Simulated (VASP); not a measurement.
Output of a VASP run:

### OSZICAR
```
       N       E                     dE             d eps       ncg     rms          rms(c)
DAV:   1     0.327651398102E+03    0.32765E+03   -0.19362E+04  1312   0.853E+02
DAV:   2    -0.173470969979E+02   -0.34500E+03   -0.33026E+03  1712   0.197E+02
DAV:   3    -0.447121804135E+02   -0.27365E+02   -0.26801E+02  1558   0.561E+01
DAV:   4    -0.455759083509E+02   -0.86373E+00   -0.86058E+00  1800   0.108E+01
DAV:   5    -0.456026535007E+02   -0.26745E-01   -0.26729E-01  1815   0.181E+00    0.174E+01
DAV:   6    -0.417014529927E+02    0.39012E+01   -0.36289E+01  1556   0.337E+01    0.878E+00
DAV:   7    -0.437905967432E+02   -0.20891E+01   -0.27925E+01  1745   0.320E+01    0.786E+00
DAV:   8    -0.412729990642E+02    0.25176E+01   -0.29310E+01  1775   0.203E+01    0.414E+00
DAV:   9    -0.409071831042E+02    0.36582E+00   -0.21427E+00  1566   0.797E+00    0.110E+00
DAV:  10    -0.408996279414E+02    0.75552E-02   -0.27614E-01  1516   0.313E+00    0.805E-01
DAV:  11    -0.408939567548E+02    0.56712E-02   -0.53131E-02  1616   0.107E+00    0.577E-01
DAV:  12    -0.408932127061E+02    0.74405E-03   -0.71809E-03  1776   0.341E-01    0.332E-01
DAV:  13    -0.408919731503E+02    0.12396E-02   -0.31293E-03  1600   0.295E-01    0.103E-01
DAV:  14    -0.408920629878E+02   -0.89838E-04   -0.32393E-04  1600   0.105E-01    0.589E-02
DAV:  15    -0.408916833060E+02    0.37968E-03   -0.28902E-04  1599   0.615E-02    0.244E-02
DAV:  16    -0.408916246117E+02    0.58694E-04   -0.51716E-05  1672   0.357E-02    0.149E-02
DAV:  17    -0.408915247274E+02    0.99884E-04   -0.72198E-05  1500   0.310E-02    0.193E-02
DAV:  18    -0.408915099284E+02    0.14799E-04   -0.14872E-05  1341   0.176E-02    0.626E-03
DAV:  19    -0.408915140757E+02   -0.41473E-05   -0.80382E-06  1058   0.158E-02    0.415E-03
DAV:  20    -0.408915338381E+02   -0.19762E-04   -0.39399E-06  1078   0.933E-03    0.264E-03
DAV:  21    -0.408915530002E+02   -0.19162E-04   -0.28555E-06  1049   0.102E-02    0.182E-03
DAV:  22    -0.408915616569E+02   -0.86567E-05   -0.84115E-07  1060   0.350E-03    0.169E-03
DAV:  23    -0.408915848068E+02   -0.23150E-04   -0.81732E-07   968   0.343E-03    0.908E-04
DAV:  24    -0.408915970001E+02   -0.12193E-04   -0.42319E-07   972   0.284E-03    0.449E-04
DAV:  25    -0.408916065400E+02   -0.95399E-05   -0.50597E-07   919   0.140E-03    0.289E-04
DAV:  26    -0.408916092602E+02   -0.27202E-05   -0.17122E-07   969   0.105E-03    0.124E-04
DAV:  27    -0.408916096955E+02   -0.43537E-06   -0.22529E-08   831   0.426E-04
   1 F= -.40891610E+02 E0= -.40882855E+02  d E =-.175091E-01
```

File OUTCAR:
```
------------------------ aborting loop because EDIFF is reached ----------------------------------------
  FORCE on cell =-STRESS in cart. coord.  units (eV):
  Direction    XX          YY          ZZ          XY          YZ          ZX
  --------------------------------------------------------------------------------------
  Total        5.0865096      6.6280361      5.6674898      0.2347302      0.6546828      0.3281094
  in kB       17.0848829     22.2626575     19.0363152      0.7884262      2.1989890      1.1020742
  external PRESSURE =      19.4612852 kB  Pullay stress =       0.0000000 kB
  volume of cell :      477.00
      direct lattice vectors                 reciprocal lattice vectors
     4.242641000  0.000000000  0.000000000     0.235702243  0.235702243  0.000000000
    -4.242641000  4.242641000  0.000000000     0.000000000  0.235702243  0.000000000
     0.000000000  0.000000000 26.500000000     0.000000000  0.000000000  0.037735849
 POSITION                                       TOTAL-FORCE (eV/Angst)
 -----------------------------------------------------------------------------------
      2.20670      0.02921     10.99970        -0.636533     -1.077245      0.394216
     -0.04380      2.11079     10.96594         0.030742      0.210905      0.260881
     -0.02837      2.18067      8.03891        -0.087385      0.044396     -0.214758
     -2.04301      4.22609      8.06414        -0.028841     -0.452326     -0.347671
     -1.99770      4.14253     17.07623        -0.724766      0.322932     -0.186858
      0.09381      2.14124     16.98162        -0.446979      0.091462      0.235025
     -0.11320      2.07917     13.94276         0.435855      0.461647      0.003190
      2.02857      0.11761     14.03350         0.283915     -1.165645     -0.552004
      0.00950      0.00702     12.44257         0.036924     -0.344381      0.545304
      2.04007      1.98363      9.59634         0.317002      1.404338     -1.036737
      0.01522      0.09020     18.44657         0.558138     -0.204072     -0.119928
      2.07486      2.10504     15.41174         0.261928      0.707989      1.019340
 -----------------------------------------------------------------------------------
    total drift:                                0.000221     -0.000338     -0.001621
  FREE ENERGIE OF THE ION-ELECTRON SYSTEM (eV)
  ---------------------------------------------------
  free  energy   TOTEN  =       -40.8916096955 eV

  energy  without entropy=      -40.8741006281  energy(sigma->0) =      -40.88285516
```
(Selected blocks of OUTCAR.)

POSCAR:
```
Al2Au
1
    4.2426410000     0.0000000000     0.0000000000
   -4.2426410000     4.2426410000     0.0000000000
    0.0000000000     0.0000000000    26.5000000000
Al Au
8 4
Direct
  0.5270090000   0.0068850000   0.4150830000
  0.4871950000   0.4975190000   0.4138090000
  0.5073020000   0.5139890000   0.3033550000
  0.5145570000  -0.0039000000   0.3043070000
  0.5055410000  -0.0235960000   0.6443860000
  0.5268050000   0.5046940000   0.6408160000
  0.4633850000   0.4900660000   0.5261420000
  0.5058580000   0.0277200000   0.5295660000
  0.0038940000   0.0016540000   0.4695310000
  0.9483940000   0.4675460000   0.3621260000
  0.0248490000   0.0212610000   0.6960970000
  0.9852120000   0.4961630000   0.5815750000
```

Q: Write an INCAR and KPOINTS that could have produced this output.

A: Several could match; the one computed here: the input of the run itself, revPBE GGA, plane waves, VASP's PBE PAW potentials (set 64).

File KPOINTS:
```
K-points
0
gamma
 6 5 1
```

**INCAR**
```
# general
SYSTEM =Al2Au
PREC   =Accurate
ENCUT  =300
LREAL  =F
LASPH  =T

# electronic loop
EDIFF  =1E-6
NELM   =100
ALGO   =Normal
LMAXMIX=6

# smearing
ISMEAR =0
SIGMA  =0.1

# functional
GGA    =RE

# ions
ISIF   =2

# output
LWAVE  =F
LCHARG =F
```

POTCAR, in this order: Al Au (PBE.64 set). Program: vasp_std.

At this cut-off the stress carries a Pulay error, which pulls relaxed volumes low. The cell holds a wide vacuum, so values per volume refer to the whole cell.

The cell is a sheet with vacuum, built from a generated structure.
